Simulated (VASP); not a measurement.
OSZICAR of a VASP run on Bi$_{2}$Se$_{3}$ (space group R-3m):

### OSZICAR
```
       N       E                     dE             d eps       ncg     rms          rms(c)
DAV:   1     0.376183944126E+03    0.37618E+03   -0.17475E+04  1816   0.118E+03
DAV:   2     0.166815478720E+02   -0.35950E+03   -0.35080E+03  2084   0.353E+02
DAV:   3    -0.198611188119E+02   -0.36543E+02   -0.35393E+02  2304   0.130E+02
DAV:   4    -0.210581366844E+02   -0.11970E+01   -0.11893E+01  2252   0.250E+01
DAV:   5    -0.210942879352E+02   -0.36151E-01   -0.36129E-01  2308   0.380E+00    0.509E+00
DAV:   6    -0.202041692946E+02    0.89012E+00   -0.23118E+00  2088   0.854E+00    0.316E+00
DAV:   7    -0.202143141425E+02   -0.10145E-01   -0.43353E-01  1996   0.303E+00    0.165E+00
DAV:   8    -0.202235652590E+02   -0.92511E-02   -0.79294E-02  2272   0.158E+00    0.529E-01
DAV:   9    -0.202225017157E+02    0.10635E-02   -0.14088E-02  2268   0.654E-01    0.171E-01
DAV:  10    -0.202228295959E+02   -0.32788E-03   -0.28001E-03  2000   0.276E-01    0.674E-02
DAV:  11    -0.202229486129E+02   -0.11902E-03   -0.52340E-04  2468   0.125E-01    0.409E-02
DAV:  12    -0.202229711489E+02   -0.22536E-04   -0.98252E-05  2296   0.631E-02    0.150E-02
DAV:  13    -0.202229721478E+02   -0.99884E-06   -0.25978E-05  2232   0.412E-02    0.481E-03
DAV:  14    -0.202229723596E+02   -0.21184E-06   -0.22310E-06  1712   0.897E-03
   1 F= -.20222972E+02 E0= -.20222916E+02  d E =-.113193E-03
```

Task: Which electronic solver shows in the log?

Result: It is blocked Davidson (ALGO = Normal, or the opening steps of other solvers). The INCAR had ALGO = Normal.

Task: Can the final energy be trusted as converged?

Result: Self-consistency was reached. It stopped with EDIFF = 1E-6, NELM = 100 (PBE GGA, plane waves, VASP's PBE PAW potentials (set 64)).

The structure comes from a computed database's Bi2Se3 entry; how it stands against other phases isn't given here. The cell was not relaxed at this level. The run is one of a series of settings (KPOINTS 6×6×6 Γ-centred mesh against the base run), some of them coarse on purpose.
